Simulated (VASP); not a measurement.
VASP runs on MgWF₆ (space group R-3) share one base input (PBEsol GGA, plane waves, VASP's PBE PAW potentials (set 64)) and change the settings named in each case.

**KPOINTS**
```
Automatic mesh
0
Gamma
3 3 3
0 0 0
```

### INCAR
```
ALGO = Normal
EDIFF = 1E-6
ENCUT = 400
GGA = PS
ISIF = 2
ISMEAR = -1
ISPIN = 2
LASPH = .TRUE.
LCHARG = .FALSE.
LMAXMIX = 6
LORBIT = 11
LREAL = .FALSE.
LWAVE = .FALSE.
NELM = 100
PREC = Accurate
SIGMA = 0.01
SYSTEM = MgWF6
```

### POSCAR
```
MgWF6
1.0
  2.5696700000   1.4836000000   4.6580030000
 -2.5696700000   1.4836000000   4.6580030000
  0.0000000000  -2.9671990000   4.6580030000
Mg W F
1 1 6
Direct
  0.5000000000   0.5000000000   0.5000000000
  0.0000000000   0.0000000000   0.0000000000
  0.2453900000   0.6349070000   0.8653800000
  0.7546100000   0.3650930000   0.1346200000
  0.8653800000   0.2453900000   0.6349070000
  0.1346200000   0.7546100000   0.3650930000
  0.6349070000   0.8653800000   0.2453900000
  0.3650930000   0.1346200000   0.7546100000
```

POTCAR, in this order: Mg W_sv F (PBE.64 set). Program: vasp_std. The INCAR's line for the spin-polarised start is left out here.

```csv
change,E(σ→0) (eV/atom),pressure (GPa),largest force (eV/Å),−TS (eV)
base run,-6.1662,-10.35,0.161,-0.0034
"GGA removed, POTCAR Mg W_sv F (LDA.64 set)",-6.5209,[?],[?],[?]
"GGA_COMPAT = .FALSE., ISPIN removed, LNONCOLLINEAR = .TRUE., LSORBIT = .TRUE., another spin-polarised start, program vasp_ncl",-6.2730,[?],[?],[?]
KPOINTS 5×5×5 Γ-centred mesh,-6.1668,-10.30,0.161,-0.0028
"LDAU = .TRUE., LDAUJ = 0 0 0, LDAUL = -1 2 -1, LDAUTYPE = 2, LDAUU = 0 1.0 0",-6.0780,-9.70,0.061,0.0000
```

### Question
Complete the blanks.

### Answer

- GGA removed, POTCAR Mg W_sv F (LDA.64 set), pressure (GPa): -14.95
- GGA removed, POTCAR Mg W_sv F (LDA.64 set), largest force (eV/Å): 0.281
- GGA removed, POTCAR Mg W_sv F (LDA.64 set), −TS (eV): -0.0067
- GGA_COMPAT = .FALSE., ISPIN removed, LNONCOLLINEAR = .TRUE., LSORBIT = .TRUE., another spin-polarised start, program vasp_ncl, pressure (GPa): -10.02
- GGA_COMPAT = .FALSE., ISPIN removed, LNONCOLLINEAR = .TRUE., LSORBIT = .TRUE., another spin-polarised start, program vasp_ncl, largest force (eV/Å): 0.166
- GGA_COMPAT = .FALSE., ISPIN removed, LNONCOLLINEAR = .TRUE., LSORBIT = .TRUE., another spin-polarised start, program vasp_ncl, −TS (eV): -0.0003

Energies of different potentials or functionals have different zeros.  The run has a spin-polarised start. Unless said otherwise, spin-orbit coupling is left out, though it shifts the bands of the heavy elements here. At 400 eV the pressure can carry a Pulay error.

Left out are runs that ran out of time, are held back, or changed the cell or the kind of run, fixed moments of cells without a moment, rows past the twelfth, gaps on odd meshes, pressures of charged cells and columns that move by less than the noise.

The structure comes from a computed database's MgWF6 entry; how it stands against other phases isn't given here. The cell was not relaxed at this level, forces remain on its atoms.
